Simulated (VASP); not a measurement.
Level of theory: PBEsol GGA, VASP's PBE PAW potentials (set 64) (plane waves; VASP).

The input files of a VASP run:

KPOINTS:
```
kpoints
0
G
 10 10 6
0 0 0
```

INCAR:
```
# general
SYSTEM  = BN
PREC    = Accurate
ENCUT   = 620
LREAL   = .FALSE.   # projection in real space or not
LASPH   = .TRUE.

# electronic loop
EDIFF   = 1E-6   # SCF stop (eV)
NELM    = 100   # most electronic steps
ALGO    = Normal

# smearing
ISMEAR  = 0
SIGMA   = 0.05   # width (eV)

# functional
GGA     = PS   # PBEsol

# ions
IBRION  = 2
NSW     = 40
ISIF    = 3   # ions, shape and volume
EDIFFG  = -0.02   # ionic stop
PSTRESS = 50

# output
LWAVE   = .FALSE.
LCHARG  = .FALSE.
```

**POSCAR**
```
BN
1
    2.4835977239     0.0000000000     0.0000000000
   -1.2417988619     2.1508586448     0.0000000000
    0.0000000000     0.0000000000     4.0048577031
B N
2 2
Direct
  0.0000000000   0.0000000000   0.0000000000
  0.0000000000   0.0000000000   0.5000000000
  0.3333330000   0.6666670000   0.2500000000
  0.6666670000   0.3333330000   0.7500000000
```

POTCAR, in this order: B N (PBE.64 set). Program: vasp_std.

Q: What will the output report for the number of irreducible k-points (NKPTS), largest plane-wave count, number of space-group operations, FFT grid (NGX, NGY, NGZ)?

A: 
The number of irreducible k-points (NKPTS) is 56. The largest plane-wave count is 774 and the number of space-group operations is 24. The FFT grid (NGX, NGY, NGZ) is 20 × 20 × 36.

The structure was generated: BN was put into the NiAs type type (P6_3/mmc), which need not be its known phase. This run relaxes it under an external pressure of 5 GPa. Symmetry was kept, so distortions that lower it aren't found.
